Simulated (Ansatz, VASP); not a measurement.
# HPbNO4: VASP beside Ansatz

```
H Pb N O
1.0
     3.85404    0.14384    0.09012
    -0.25320    5.52698    0.16471
    -0.48197   -1.92720    5.72025
H Pb N O
1 1 1 4
Direct
  0.10913 0.65718 0.54463
  0.61029 0.52127 0.15100
  0.91580 0.96263 0.95867
  0.01384 0.13639 0.88084
  0.72398 0.01057 0.12858
  0.00389 0.73732 0.87043
  0.11927 0.59324 0.37651
```

The cell was built by a generator and needn't be a form met in nature.

Alike in both runs: functional PBE; k mesh 7 × 5 × 5; occupations fermi-dirac, width 0.05 eV; no spin polarisation.

```csv
,VASP,Ansatz
version,VASP 6.6.1,Ansatz 0.2.0
potentials or method,"VASP PAW PBE potentials, release 64 (H, Pb_d, N, O), cutoff 520 eV",all-electron PAW datasets made for the crystal
task,single point,electron localisation function
```

```tsv
	VASP	Ansatz	Ansatz less VASP
gap on the k mesh at the Fermi level (eV)	3.14	3.17	+0.029
least direct gap on the mesh (eV)	3.22	3.25	+0.032
pressure (GPa)	0.5	-0.1	-0.58
largest component of the traceless stress (GPa)	0.42	0.08	-0.335
rms of the force components (eV/Å)	0.147	0.020	-0.1269
```

Atom by atom the forces differ by 0.167 eV/Å (rms over components). One of these differences is far larger than is usual between the two programs; its cause wasn't traced. Ansatz ran all-electron here, so the differences hold the error of VASP's frozen core and of both bases.

Caveats: spin-orbit coupling is left out, which as a rule narrows the gap of such compounds by several tenths of an eV; an odd mesh through Γ misses points on the zone boundary, where band edges often lie; the standard files for N, O and F lose accuracy on very short bonds (VASP); the program warned that the printed levels may be off, so bands, gaps and densities of states are rough (Ansatz). PBE gaps usually lie below the measured ones, often by a third to a half.
